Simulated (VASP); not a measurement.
A convergence study with VASP on CeO2 (fluorite): one setting is varied, all else stays as given below, so the limit is that of these other settings. Each run relaxes cell and ions from the cell shown. The basis is that of the starting cell, so low cut-offs carry a Pulay error.

```yaml
crystal:
  lattice:
    - [0.00000, 2.70500, 2.70500]
    - [2.70500, 0.00000, 2.70500]
    - [2.70500, 2.70500, 0.00000]
  atoms:
    - { symbol: Ce, position: [0.00000, 0.00000, 0.00000] }
    - { symbol: O, position: [0.25000, 0.25000, 0.25000] }
    - { symbol: O, position: [0.75000, 0.75000, 0.75000] }
```

These are LDA (Ceperley-Alder, Perdew-Zunger), VASP's LDA PAW potentials (set 64) (plane waves; VASP) values and carry that method's errors. The tightest run used: 800 eV cut-off, 6×6×6 Γ-centred mesh, Gaussian smearing of 0.050 eV, potentials Ce O.

Gaps are read on the run's mesh, which can miss a band edge.

Question: The settings run are ENCUT = 250; ENCUT = 300; ENCUT = 350; ENCUT = 400; ENCUT = 450; ENCUT = 500; ENCUT = 550; ENCUT = 600; ENCUT = 650; ENCUT = 800. From which on does the relaxed volume stay within 0.05 Å³/atom of the tightest run?

Answer: From ENCUT = 500 on: it is off by 0.005 there and by no more than 0.05 in any finer run, while ENCUT = 450 is off by 0.065.
```json
[
 {"setting": "ENCUT = 250", "relaxed volume (Å³/atom)": "10.692", "E (eV/atom)": "-10.6256", "gap on the mesh (eV)": "2.594", "plane waves": "366", "difference judged (Å³/atom)": "2.161"},
 {"setting": "ENCUT = 300", "relaxed volume (Å³/atom)": "11.599", "E (eV/atom)": "-9.9408", "gap on the mesh (eV)": "2.377", "plane waves": "483", "difference judged (Å³/atom)": "1.255"},
 {"setting": "ENCUT = 350", "relaxed volume (Å³/atom)": "12.228", "E (eV/atom)": "-9.7051", "gap on the mesh (eV)": "2.212", "plane waves": "609", "difference judged (Å³/atom)": "0.625"},
 {"setting": "ENCUT = 400", "relaxed volume (Å³/atom)": "12.620", "E (eV/atom)": "-9.6460", "gap on the mesh (eV)": "2.121", "plane waves": "745", "difference judged (Å³/atom)": "0.233"},
 {"setting": "ENCUT = 450", "relaxed volume (Å³/atom)": "12.789", "E (eV/atom)": "-9.6245", "gap on the mesh (eV)": "2.080", "plane waves": "881", "difference judged (Å³/atom)": "0.065"},
 {"setting": "ENCUT = 500", "relaxed volume (Å³/atom)": "12.849", "E (eV/atom)": "-9.6190", "gap on the mesh (eV)": "2.066", "plane waves": "1018", "difference judged (Å³/atom)": "0.005"},
 {"setting": "ENCUT = 550", "relaxed volume (Å³/atom)": "12.852", "E (eV/atom)": "-9.6189", "gap on the mesh (eV)": "2.065", "plane waves": "1211", "difference judged (Å³/atom)": "0.002"},
 {"setting": "ENCUT = 600", "relaxed volume (Å³/atom)": "12.845", "E (eV/atom)": "-9.6206", "gap on the mesh (eV)": "2.067", "plane waves": "1363", "difference judged (Å³/atom)": "0.009"},
 {"setting": "ENCUT = 650", "relaxed volume (Å³/atom)": "12.842", "E (eV/atom)": "-9.6219", "gap on the mesh (eV)": "2.068", "plane waves": "1524", "difference judged (Å³/atom)": "0.012"},
 {"setting": "ENCUT = 800", "relaxed volume (Å³/atom)": "12.853", "E (eV/atom)": "-9.6218", "gap on the mesh (eV)": "2.065", "plane waves": "2085", "difference judged (Å³/atom)": "0.000"}
]
```

Left out are rungs that failed or repeat a setting and relaxations that didn't move; long series are thinned to 24 rows.

The compound is CeO2 in the fluorite structure. The run is not spin-polarised, so no magnetic state was tried.
